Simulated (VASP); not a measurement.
Input of a VASP 6.6.1 run:

File INCAR:

```
SYSTEM = P4Pd
PREC = Accurate
ENCUT = 520
EDIFF = 1E-7
ISMEAR = -1
SIGMA = 0.05
LREAL = .False.
LASPH = .True.
NELM = 80
ALGO = Normal
ISIF = 2
LWAVE = .False.
LCHARG = .False.
GGA = PE
NBANDS = 23
```

KPOINTS

```
Automatic mesh
0
Gamma
  7 7 4
  0 0 0
```

The input POSCAR:

```
P4Pd
1.0
    3.8777035800      0.0000000000      0.0000000000
    0.0000000000      3.8777035800      0.0000000000
    0.0000000000      0.0000000000      7.6111243000
P Pd
4 1
Direct
    0.0000000000      0.0000000000      0.7583594700
    0.0000000000      0.0000000000      0.2416405300
    0.0000000000      0.0000000000      0.5000000000
    0.5000000000      0.5000000000      0.5000000000
    0.5000000000      0.5000000000      0.0000000000
```

Potentials or basis: VASP PAW PBE potentials, release 64 (P, Pd).

Run with:

```console
$ cat potpaw_PBE.64/P/POTCAR potpaw_PBE.64/Pd/POTCAR > POTCAR
$ mpirun -np 1 vasp_std > vasp.out
```

**Question.** What does it give for the pressure?

**Answer.** -6.0 GPa.

**Question.** Predict the band gap on the k mesh.

**Answer.** None (metal or under the smearing width).

**Question.** Estimate the largest force.

**Answer.** 3.393 eV/Å.

Stress tensor (GPa, compression positive):
```
-11.03   0.00   0.00
  0.00 -11.03   0.00
  0.00   0.00   4.10
```

Caveat: forces of over 1 eV/Å show positions far from the minimum, so gaps and moduli don't describe the material at rest.
